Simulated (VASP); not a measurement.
Given:

```
Sb2Se3
1.0
   12.36207     0.00000     0.00000
    0.00000     4.00156     0.00000
    0.00000     0.00000    11.71363
Sb Se
8 12
Cartesian
  1.73465   3.00117   0.44617
 10.62742   1.00039  11.26746
  4.44639   1.00039   6.30299
  7.91568   3.00117   5.41064
  0.41796   1.00039   3.86070
 11.94411   3.00117   7.85293
  5.76307   3.00117   9.71751
  6.59900   1.00039   1.99612
 11.72357   3.00117   1.49384
  0.63850   1.00039  10.21979
  6.81954   1.00039   7.35065
  5.54253   3.00117   4.36298
  2.53830   1.00039   2.25019
  9.82377   3.00117   9.46344
  3.64273   3.00117   8.10700
  8.71934   1.00039   3.60663
  7.75534   3.00117   0.63371
  4.60673   1.00039  11.07992
 10.78776   1.00039   6.49052
  1.57431   3.00117   5.22311
```

Level of theory: revPBE GGA, VASP's PBE PAW potentials (set 64) (plane waves; VASP). Numerical set-up: LREAL = Auto, 300 eV cut-off, 1×3×2 Γ-centred mesh, Gaussian smearing of 0.010 eV, potentials Sb Se.

### Question
Which forces act on the atoms, in eV/Å?

### Answer

```csv
atom,Fx,Fy,Fz
Sb1,0.187,0.000,-0.084
Sb2,-0.187,0.000,0.084
Sb3,-0.187,0.000,-0.084
Sb4,0.187,0.000,0.084
Sb5,-0.209,0.000,-0.070
Sb6,0.209,0.000,0.070
Sb7,0.209,0.000,-0.070
Sb8,-0.209,0.000,0.070
Se9,-0.236,0.000,0.224
Se10,0.236,0.000,-0.224
Se11,0.236,0.000,0.224
Se12,-0.236,0.000,-0.224
Se13,0.208,0.000,-0.099
Se14,-0.208,0.000,0.099
Se15,-0.208,0.000,-0.099
Se16,0.208,0.000,0.099
Se17,0.141,0.000,-0.149
Se18,-0.141,0.000,0.149
Se19,-0.141,0.000,-0.149
Se20,0.141,0.000,0.149
```

### Question
Give the stress tensor in GPa (positive for a compressed cell).

### Answer

```
2.48  0.00  0.00
0.00  2.92  0.00
0.00  0.00  1.57
```
The pressure is its mean diagonal, 2.32 GPa.

The structure comes from a computed database's Sb2Se3 entry; how it stands against other phases isn't given here. The cell was not relaxed at this level. The k-mesh is coarse (spacing up to 0.52 per Å, 2π included), so the numbers may not be converged in it.
